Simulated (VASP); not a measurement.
## Tb: a series over U

Aim: follow the moments and the gap of Tb as U grows. The start is a cell from a database of measured crystal structures.

Main program and level: VASP 6.6.1; PBE, spin-polarised from a ferromagnetic start; plane waves and PAW (Tb), in the first sound run; inputs show where later runs differ.

## 1. The starting structure

Symmetry: P6_3/mmc, No. 194, hexagonal system. Conventional cell: a = 3.601 Å, b = 3.601 Å, c = 5.694 Å, α = 90.00°, β = 90.00°, γ = 120.00°. Tb has 12 Tb at 3.53 to 3.60 Å nearest.

## 2. Series over U, start order fm, U 0

U penalises partly filled orbitals; repeating the run over U shows how far moments and gap depend on it.

File INCAR:

```
SYSTEM = Tb
PREC = Accurate
ENCUT = 410
EDIFF = 1E-06
NELM = 150
ISMEAR = 1
SIGMA = 0.1
LREAL = .FALSE.
ALGO = Normal
GGA = PE
NBANDS = 30
ISPIN = 2
MAGMOM = 6 6
LASPH = .TRUE.
LMAXMIX = 6
AMIX = 0.2
BMIX = 1E-04
AMIX_MAG = 0.8
BMIX_MAG = 1E-04
LORBIT = 11
LWAVE = .FALSE.
LCHARG = .FALSE.
NEDOS = 1200
```

File POSCAR:

```
Tb
1.0
    3.6010000000      0.0000000000      0.0000000000
   -1.8005000000      3.1185574790      0.0000000000
    0.0000000000      0.0000000000      5.6936000000
Tb
2
Direct
    0.6666666667      0.3333333333      0.7500000000
    0.3333333333      0.6666666667      0.2500000000
```

File KPOINTS:

```
Automatic mesh
0
Gamma
6 6 3
0 0 0
```

Potentials, in the order of the species: Tb (PBE family, release 64).

Started as:

```
$ mpirun -np 1 vasp_std
```

The program printed:

```text
[banner, memory and clock lines left out]
running    1 mpi-ranks, on    1 nodes
 distrk:  each k-point on    1 cores,    1 groups
 distr:  one band on    1 cores,    1 groups

 POSCAR found type information on POSCAR Tb
 POSCAR found :  1 types and       2 ions
 LDA part: xc-table for (Slater+PW92), standard interpolation
 POSCAR, INCAR and KPOINTS ok, starting setup
 FFT: planning ... GRIDC
 FFT: planning ... GRID_SOFT
 FFT: planning ... GRID
 WAVECAR not read
 entering main loop
       N       E                     dE             d eps       ncg     rms          rms(c)
DAV:   1     0.242517491769E+03    0.24252E+03   -0.11562E+04  2272   0.475E+03
DAV:   2     0.317807745444E+02   -0.21074E+03   -0.19231E+03  2208   0.384E+02
DAV:   3    -0.961764351786E+01   -0.41398E+02   -0.38970E+02  2570   0.144E+02
DAV:   4    -0.160294803211E+02   -0.64118E+01   -0.63352E+01  3272   0.520E+01
DAV:   5    -0.170477261391E+02   -0.10182E+01   -0.10166E+01  3144   0.174E+01    0.681E+01
DAV:   6    -0.244783576761E+02   -0.74306E+01   -0.68018E+01  2160   0.165E+02    0.117E+02
DAV:   7    -0.184377205500E+02    0.60406E+01   -0.12846E+01  2166   0.378E+01    0.609E+01
DAV:   8    -0.222144041227E+02   -0.37767E+01   -0.11107E+01  2508   0.392E+01    0.819E+01
DAV:   9    -0.185497490518E+02    0.36647E+01   -0.27186E+00  2506   0.279E+01    0.321E+01
DAV:  10    -0.187690958343E+02   -0.21935E+00   -0.94253E-01  3066   0.143E+01    0.232E+01
DAV:  11    -0.190816320378E+02   -0.31254E+00   -0.20050E+00  2702   0.164E+01    0.201E+01
DAV:  12    -0.190823988081E+02   -0.76677E-03   -0.16931E-01  3016   0.954E+00    0.126E+01
DAV:  13    -0.190117310644E+02    0.70668E-01   -0.13868E-01  2934   0.600E+00    0.881E+00
DAV:  14    -0.190936295140E+02   -0.81898E-01   -0.54231E-01  3256   0.453E+00    0.921E+00
DAV:  15    -0.190555114124E+02    0.38118E-01   -0.47902E-02  2796   0.178E+00    0.951E+00
DAV:  16    -0.190167716057E+02    0.38740E-01   -0.83509E-03  3002   0.114E+00    0.832E+00
DAV:  17    -0.190117752050E+02    0.49964E-02   -0.41026E-02  2630   0.491E+00    0.630E+00
DAV:  18    -0.190315319758E+02   -0.19757E-01   -0.14812E-02  2978   0.166E+00    0.400E+00
DAV:  19    -0.190301330351E+02    0.13989E-02   -0.64801E-03  3240   0.942E-01    0.348E+00
DAV:  20    -0.190315386017E+02   -0.14056E-02   -0.54768E-03  3178   0.865E-01    0.302E+00
DAV:  21    -0.190269951887E+02    0.45434E-02   -0.38779E-02  2904   0.140E+00    0.252E+00
DAV:  22    -0.190449917787E+02   -0.17997E-01   -0.97180E-03  2870   0.103E+00    0.211E+00
DAV:  23    -0.190508679781E+02   -0.58762E-02   -0.15574E-03  2954   0.983E-01    0.141E+00
DAV:  24    -0.190523356459E+02   -0.14677E-02   -0.98974E-04  2988   0.446E-01    0.105E+00
DAV:  25    -0.190527111064E+02   -0.37546E-03   -0.15244E-03  2808   0.575E-01    0.527E-01
DAV:  26    -0.190532311256E+02   -0.52002E-03   -0.37563E-04  3266   0.150E-01    0.574E-01
DAV:  27    -0.190533488740E+02   -0.11775E-03   -0.30902E-05  2938   0.652E-02    0.532E-01
DAV:  28    -0.190534496633E+02   -0.10079E-03   -0.83190E-05  2632   0.150E-01    0.401E-01
DAV:  29    -0.190535595064E+02   -0.10984E-03   -0.47642E-04  2782   0.310E-01    0.233E-01
DAV:  30    -0.190536145381E+02   -0.55032E-04   -0.76199E-05  3026   0.196E-01    0.146E-01
DAV:  31    -0.190536278504E+02   -0.13312E-04   -0.19436E-05  2528   0.544E-02    0.111E-01
DAV:  32    -0.190536306555E+02   -0.28051E-05   -0.10384E-05  2516   0.716E-02    0.562E-02
DAV:  33    -0.190536317312E+02   -0.10758E-05   -0.16377E-05  1980   0.576E-02    0.408E-02
DAV:  34    -0.190536334993E+02   -0.17680E-05   -0.28021E-06  1816   0.404E-02    0.184E-02
DAV:  35    -0.190536336299E+02   -0.13058E-06   -0.12391E-06  1264   0.185E-02
   1 F= -.19053634E+02 E0= -.19052589E+02  d E =-.313470E-02  mag=    12.0713
```

Wall time 1.8 min (1 MPI rank of Intel Xeon Platinum 8124M at 3.00GHz (Skylake/Cascade Lake), shared host); peak memory 0.19 GiB.

Lines that name or quote the potential files are left out of all logs, and their timing lines are given in words.

From OUTCAR (step 2):

```text
ion  position               nearest neighbor table
   1  0.667  0.333  0.750-   2 3.53   2 3.53   2 3.53   2 3.53   2 3.53   2 3.53
   2  0.333  0.667  0.250-   1 3.53   1 3.53   1 3.53   1 3.53   1 3.53   1 3.53

  LATTYP: Found a hexagonal cell.
 ALAT       =     3.6010000000
 C/A-ratio  =     1.5811163566

 Subroutine GETGRP returns: Found 24 space group operations
 (whereof 12 operations were pure point group operations)

The static configuration has the point symmetry D_3d.
 The point group associated with its full space group is D_6h.

 Found     14 irreducible k-points:

   k-points           NKPTS =     14   k-points in BZ     NKDIM =     14   number of bands    NBANDS=     30

   dimension x,y,z NGX =    24 NGY =   24 NGZ =   40
   dimension x,y,z NGXF=    48 NGYF=   48 NGZF=   80

   ENCUT  =  410.0 eV  30.13 Ry    5.49 a.u.   5.95  5.95  9.40*2*pi/ulx,y,z

   NELECT =      38.0000    total number of electrons

 k-points in reciprocal lattice and weights: Automatic mesh
   0.00000000  0.00000000  0.00000000       0.009
   0.16666667 -0.00000000  0.00000000       0.056
   0.33333333  0.00000000  0.00000000       0.056
   0.50000000 -0.00000000  0.00000000       0.028
   0.16666667  0.16666667  0.00000000       0.056
   0.33333333  0.16666667  0.00000000       0.111
   0.33333333  0.33333333  0.00000000       0.019
   0.00000000  0.00000000  0.33333333       0.019
   0.16666667 -0.00000000  0.33333333       0.111
[...]
0.33333333  0.16666667  0.33333333       0.222
   0.33333333  0.33333333  0.33333333       0.037

 average (electrostatic) potential at core
       1 -41.9104       2 -41.9104

 E-fermi :   2.8565

 spin component 1
 k-point     1 :       0.0000    0.0000    0.0000
  band No.  band energies     occupation
    ...
     20      -0.9790      1.00000
     21      -0.9681      1.00000
     22      -0.7155      1.00000
     23      -0.6063      1.00000
     24       0.7264      1.00000
     25       4.1906     -0.00000
     26       4.6362     -0.00000
     27       4.6362     -0.00000
     28       4.9668      0.00000
     29       5.3210      0.00000
    ...

 k-point     2 :       0.1667   -0.0000    0.0000
  band No.  band energies     occupation
    ...
     20      -0.9552      1.00000
     21      -0.9440      1.00000
     22      -0.6998      1.00000
     23      -0.5992      1.00000
     24       1.3286      1.00000
     25       3.4364     -0.00000
     26       3.6936     -0.00000
     27       4.7237     -0.00000
     28       5.2352      0.00000
     29       5.2892      0.00000
    ...

 k-point     3 :       0.3333    0.0000    0.0000
  band No.  band energies     occupation
    ...
     21      -0.6610      1.00000
     22      -0.5885      1.00000
     23       0.0361      1.00000
     24       1.8134      1.00000
     25       2.3047      1.00000
     26       3.0975     -0.00172
     27       4.5145     -0.00000
     28       4.5812     -0.00000
     29       4.6098     -0.00000
     30       7.0829      0.00000

 k-point     4 :       0.5000   -0.0000    0.0000
  band No.  band energies     occupation
    ...
     21      -0.6304      1.00000
     22      -0.5909      1.00000
     23       1.0125      1.00000
     24       1.4429      1.00000
     25       1.8447      1.00000
     26       3.0317     -0.01635
     27       4.2952     -0.00000
     28       4.3740     -0.00000
     29       5.1103      0.00000
     30       8.5537      0.00000

 k-point     5 :       0.1667    0.1667    0.0000
  band No.  band energies     occupation
    ...
     21      -0.6724      1.00000
     22      -0.5906      1.00000
     23      -0.3409      1.00000
     24       2.1504      1.00000
     25       2.6278      1.00284
     26       2.8859      0.26317
     27       4.3169     -0.00000
     28       4.3404     -0.00000
     29       5.0708      0.00000
     30       6.2292      0.00000

 k-point     6 :       0.3333    0.1667    0.0000
  band No.  band energies     occupation
    ...
     22      -0.5903      1.00000
     23       1.1470      1.00000
     24       1.9906      1.00000
     25       2.0270      1.00000
     26       2.7628      1.01729
     27       4.0072     -0.00000
     28       4.4266     -0.00000
     29       4.9620      0.00000
     30       7.4355      0.00000

  Total       -0.3172413     -0.3172413      0.0678135      0.0000000      0.0000000     -0.0000000
  in kB       -7.9494400     -7.9494400      1.6992720      0.0000000      0.0000000     -0.0000000
  external PRESSURE =      -4.7332027 kB  Pullay stress =       0.0000000 kB

  energy-cutoff  :      410.00
  volume of cell :       63.94
      direct lattice vectors                 reciprocal lattice vectors
     3.601000000  0.000000000  0.000000000     0.277700639  0.160330539  0.000000000
    -1.800500000  3.118557479  0.000000000     0.000000000  0.320661077  0.000000000
     0.000000000  0.000000000  5.693600000     0.000000000  0.000000000  0.175635802

 POSITION                                       TOTAL-FORCE (eV/Angst)
 -----------------------------------------------------------------------------------
      1.80050      1.03952      4.27020        -0.000000      0.000000      0.000000
     -0.00000      2.07904      1.42340         0.000000      0.000000      0.000000
 -----------------------------------------------------------------------------------
    total drift:                               -0.000000      0.000000     -0.000000

  FREE ENERGIE OF THE ION-ELECTRON SYSTEM (eV)
  ---------------------------------------------------
  free  energy   TOTEN  =       -19.0536336299 eV

  energy  without entropy=      -19.0504989259  energy(sigma->0) =      -19.05258873

 total charge
# of ion       s       p       d       f       tot
--------------------------------------------------
    1        2.087   5.593   0.514   8.113  16.307
    2        2.087   5.593   0.514   8.113  16.307
--------------------------------------------------
tot          4.174  11.187   1.028  16.226  32.615

 magnetization (x)
# of ion       s       p       d       f       tot
--------------------------------------------------
    1        0.002  -0.042   0.104   5.687   5.751
    2        0.002  -0.042   0.104   5.687   5.751
--------------------------------------------------
tot          0.004  -0.085   0.208  11.375  11.502

[... 6 further parts left out ...]
```

The magnetic state follows from one typed start and may not be the lowest. The k-mesh is coarse for a metal. Without U or exact exchange the f electrons of Tb come out too delocalised, which can shrink the cell and pin f bands at the Fermi level.

Numbers from this step:

```yaml
electronic_cycles: 35
electrons: 38
free_energy_toten: -19.05 eV
energy_at_zero_smearing: -19.05 eV
fermi_energy: 2.857 eV
moment_of_the_cell_from_the_last_line_of_the_log: 12.07 μB
labelled_metallic_from_the_levels_on_this_mesh: yes
```

Spin moment in the PAW sphere by atom:

```
atom  spin moment in the PAW sphere (μB)
 Tb1                                5.75
 Tb2                                5.75
```

Energy at zero smearing: -19.05259 eV.

## 3. Series over U, start order AFM, U 0

This step: PBE, spin-polarised from an antiferromagnetic start; plane waves and PAW (Tb) (VASP 6.6.1).

INCAR: that of step 2 with these lines changed.

```diff
@@ -12,3 +12,3 @@
 ISPIN = 2
-MAGMOM = 6 6
+MAGMOM = 6 -6
 LASPH = .TRUE.
```

POSCAR is that of step 2.

KPOINTS is that of step 2.

Started as:

```
$ mpirun -np 1 vasp_std
```

The program printed:

```text
[... set-up lines as in an earlier step ...]
 entering main loop
       N       E                     dE             d eps       ncg     rms          rms(c)
DAV:   1     0.234419316549E+03    0.23442E+03   -0.11514E+04  2326   0.466E+03
DAV:   2     0.305848874286E+02   -0.20383E+03   -0.19017E+03  2050   0.396E+02
DAV:   3    -0.914233880219E+01   -0.39727E+02   -0.37526E+02  2402   0.143E+02
DAV:   4    -0.166517164917E+02   -0.75094E+01   -0.74394E+01  3316   0.540E+01
DAV:   5    -0.174619023785E+02   -0.81019E+00   -0.80790E+00  3144   0.174E+01    0.672E+01
DAV:   6    -0.242435473038E+02   -0.67816E+01   -0.10105E+02  2002   0.175E+02    0.102E+02
DAV:   7    -0.185060270097E+02    0.57375E+01   -0.38671E+01  2152   0.476E+01    0.509E+01
DAV:   8    -0.203541125885E+02   -0.18481E+01   -0.15187E+01  2842   0.365E+01    0.595E+01
DAV:   9    -0.180821419659E+02    0.22720E+01   -0.93072E+00  2530   0.401E+01    0.302E+01
DAV:  10    -0.185954942630E+02   -0.51335E+00   -0.55140E-01  3312   0.683E+00    0.286E+01
DAV:  11    -0.190227570404E+02   -0.42726E+00   -0.34190E-01  2890   0.549E+00    0.129E+01
DAV:  12    -0.190240980659E+02   -0.13410E-02   -0.19249E+00  2664   0.970E+00    0.106E+01
DAV:  13    -0.190553913786E+02   -0.31293E-01   -0.21030E-01  3034   0.587E+00    0.330E+00
DAV:  14    -0.190659816867E+02   -0.10590E-01   -0.12136E-01  3248   0.240E+00    0.645E+00
DAV:  15    -0.190727668214E+02   -0.67851E-02   -0.18007E-02  2876   0.946E-01    0.618E+00
DAV:  16    -0.190489778676E+02    0.23789E-01   -0.37269E-03  2580   0.888E-01    0.615E+00
DAV:  17    -0.190694182687E+02   -0.20440E-01   -0.91278E-03  2392   0.245E+00    0.552E+00
DAV:  18    -0.190844297953E+02   -0.15012E-01   -0.60002E-02  2760   0.391E+00    0.468E+00
DAV:  19    -0.190862898472E+02   -0.18601E-02   -0.11968E-02  3116   0.102E+00    0.419E+00
DAV:  20    -0.190760215284E+02    0.10268E-01   -0.17627E-02  2588   0.138E+00    0.243E+00
DAV:  21    -0.190806623027E+02   -0.46408E-02   -0.50689E-03  2668   0.756E-01    0.165E+00
DAV:  22    -0.190817951712E+02   -0.11329E-02   -0.37993E-03  2450   0.144E+00    0.108E+00
DAV:  23    -0.190815105975E+02    0.28457E-03   -0.35014E-04  3104   0.198E-01    0.664E-01
DAV:  24    -0.190820265768E+02   -0.51598E-03   -0.79905E-04  2572   0.655E-01    0.250E-01
DAV:  25    -0.190822674286E+02   -0.24085E-03   -0.41838E-04  2756   0.181E-01    0.236E-01
DAV:  26    -0.190822749817E+02   -0.75531E-05   -0.59831E-05  3208   0.624E-02    0.188E-01
DAV:  27    -0.190822741375E+02    0.84424E-06   -0.28366E-05  2392   0.512E-02    0.118E-01
DAV:  28    -0.190822798051E+02   -0.56677E-05   -0.61693E-05  2616   0.132E-01    0.445E-02
DAV:  29    -0.190822840865E+02   -0.42814E-05   -0.10402E-05  2134   0.529E-02    0.380E-02
DAV:  30    -0.190822837749E+02    0.31159E-06   -0.44921E-06  1666   0.242E-02
   1 F= -.19082284E+02 E0= -.19079927E+02  d E =-.707145E-02  mag=     0.0000
```

It took 90 s on 1 MPI rank; peak memory 0.19 GiB.

Parts of OUTCAR (step 3):

```text
 Found     14 irreducible k-points:

   NELECT =      38.0000    total number of electrons

 E-fermi :   2.8605

 spin component 1
 k-point     1 :       0.0000    0.0000    0.0000
  band No.  band energies     occupation
    ...
     15      -0.8560      1.00000
     16      -0.7198      1.00000
     17       0.9647      1.00000
     18       2.7359      1.03539
     19       2.7380      1.03546
     20       3.1519     -0.00015
     21       3.1519     -0.00015
     22       3.5631     -0.00000
     23       3.5632     -0.00000
     24       3.8286     -0.00000
    ...

 k-point     2 :       0.1667   -0.0000    0.0000
  band No.  band energies     occupation
    ...
     15      -0.8316      1.00000
     16      -0.7092      1.00000
     17       1.5617      1.00000
     18       2.7421      1.03519
     19       2.7459      1.03440
     20       3.1082     -0.00128
     21       3.1733     -0.00004
     22       3.4965     -0.00000
     23       3.5783     -0.00000
     24       3.7484     -0.00000
    ...

 k-point     3 :       0.3333    0.0000    0.0000
  band No.  band energies     occupation
    ...
     16       0.2865      1.00000
     17       2.0252      1.00000
     18       2.4660      1.00000
     19       2.8233      0.79187
     20       2.8450      0.62966
     21       3.2027     -0.00001
     22       3.2270     -0.00000
     23       3.3560     -0.00000
     24       3.5796     -0.00000
     25       3.6182     -0.00000
    ...

 k-point     4 :       0.5000   -0.0000    0.0000
  band No.  band energies     occupation
    ...
     15      -0.6702      1.00000
     16       1.2116      1.00000
     17       1.7352      1.00000
     18       2.0505      1.00000
     19       2.8525      0.56756
     20       2.8956      0.22215
     21       3.1585     -0.00010
     22       3.2639     -0.00000
     23       3.2747     -0.00000
     24       3.5712     -0.00000
    ...

  Total       -0.3592175     -0.3592175     -0.0417213      0.0000000      0.0000000      0.0000000
  in kB       -9.0012793     -9.0012793     -1.0454526      0.0000000      0.0000000      0.0000000
  external PRESSURE =      -6.3493370 kB  Pullay stress =       0.0000000 kB

 POSITION                                       TOTAL-FORCE (eV/Angst)
 -----------------------------------------------------------------------------------
      1.80050      1.03952      4.27020         0.000000     -0.000000      0.000000
     -0.00000      2.07904      1.42340        -0.000000      0.000000      0.000000
 -----------------------------------------------------------------------------------
    total drift:                               -0.000000      0.000000     -0.000000

  FREE ENERGIE OF THE ION-ELECTRON SYSTEM (eV)
  ---------------------------------------------------
  free  energy   TOTEN  =       -19.0822837749 eV

  energy  without entropy=      -19.0752123223  energy(sigma->0) =      -19.07992662

 total charge
# of ion       s       p       d       f       tot
--------------------------------------------------
    1        2.087   5.593   0.514   8.116  16.309
    2        2.087   5.593   0.514   8.116  16.309
--------------------------------------------------
tot          4.174  11.186   1.027  16.232  32.619

 magnetization (x)
# of ion       s       p       d       f       tot
--------------------------------------------------
    1        0.006  -0.050   0.112   5.683   5.751
    2       -0.006   0.050  -0.112  -5.683  -5.751
--------------------------------------------------
tot          0.000   0.000   0.000   0.000   0.000

[... 9 parts as in an earlier step ...]

[... 4 further parts left out ...]
```

This step gave:

| Item | Value |
| --- | --- |
| electronic cycles | 30 |
| free energy (TOTEN) | -19.08 eV |
| energy at zero smearing | -19.08 eV |
| Fermi energy | 2.861 eV |

Spin moment in the PAW sphere by atom:

```
atom  spin moment in the PAW sphere (μB)
 Tb1                                5.75
 Tb2                               -5.75
```

Energy at zero smearing: -19.07993 eV.

The run ends at a pressure of -0.63 GPa.

[end of part 1 of 3]

[Lines on the potential files, build, host, timing and source positions are cut from VASP's logs without a mark.]

[Logs are printed without paths, hosts, clocks, repeated set-up lines and the standing remarks that a program may print on its own settings, such as how far it seeks lower states.]

[Hosts, paths, dates, database ids (printed as entryN), source tags and the programs' standing remarks are cut or masked in the printed files.]

[In band tables of VASP the shares of atoms and orbitals are scaled to a sum of 1 inside the atoms' spheres.]

[Runs that stopped without an error message from VASP are left out.]
